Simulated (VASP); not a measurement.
Consider the following.

```xyz
2
Lattice="0.0000 2.0981 2.0981 2.0981 0.0000 2.0981 2.0981 2.0981 0.0000" Properties=species:S:1:pos:R:3 pbc="T T T"
Mg     0.0000     0.0000     0.0000
O      2.0981     2.0981     2.0981
```

Computed with MS2 meta-GGA, VASP's PBE PAW potentials (set 64) (plane waves; VASP 6.6.1). Run with 520 eV cut-off, 12×12×12 Γ-centred mesh, tetrahedra with Blöchl corrections, potentials Mg O.

Question: Tabulate the total density of states (states/eV per cell) against energy (eV; zero at the valence-band maximum or, without a gap, the Fermi level).

Answer: 
```json
[
 {"E (eV)": "-9.96", "DOS (states/eV)": "0.00"},
 {"E (eV)": "-9.24", "DOS (states/eV)": "0.00"},
 {"E (eV)": "-8.40", "DOS (states/eV)": "0.00"},
 {"E (eV)": "-7.68", "DOS (states/eV)": "0.00"},
 {"E (eV)": "-6.84", "DOS (states/eV)": "0.00"},
 {"E (eV)": "-6.12", "DOS (states/eV)": "0.00"},
 {"E (eV)": "-5.28", "DOS (states/eV)": "0.00"},
 {"E (eV)": "-4.56", "DOS (states/eV)": "0.18"},
 {"E (eV)": "-3.72", "DOS (states/eV)": "2.63"},
 {"E (eV)": "-3.00", "DOS (states/eV)": "0.35"},
 {"E (eV)": "-2.16", "DOS (states/eV)": "0.98"},
 {"E (eV)": "-1.44", "DOS (states/eV)": "1.99"},
 {"E (eV)": "-0.60", "DOS (states/eV)": "2.04"},
 {"E (eV)": "0.12", "DOS (states/eV)": "0.00"},
 {"E (eV)": "0.84", "DOS (states/eV)": "0.00"},
 {"E (eV)": "1.68", "DOS (states/eV)": "0.00"},
 {"E (eV)": "2.40", "DOS (states/eV)": "0.00"},
 {"E (eV)": "3.24", "DOS (states/eV)": "0.00"},
 {"E (eV)": "3.96", "DOS (states/eV)": "0.00"},
 {"E (eV)": "4.80", "DOS (states/eV)": "0.00"},
 {"E (eV)": "5.52", "DOS (states/eV)": "0.01"},
 {"E (eV)": "6.36", "DOS (states/eV)": "0.04"},
 {"E (eV)": "7.08", "DOS (states/eV)": "0.08"},
 {"E (eV)": "7.92", "DOS (states/eV)": "0.16"},
 {"E (eV)": "8.64", "DOS (states/eV)": "0.43"}
]
```
Within 2 eV below the valence-band maximum the largest weight inside VASP's projection spheres is O p.

The compound is MgO in the rock salt structure. It was relaxed first.
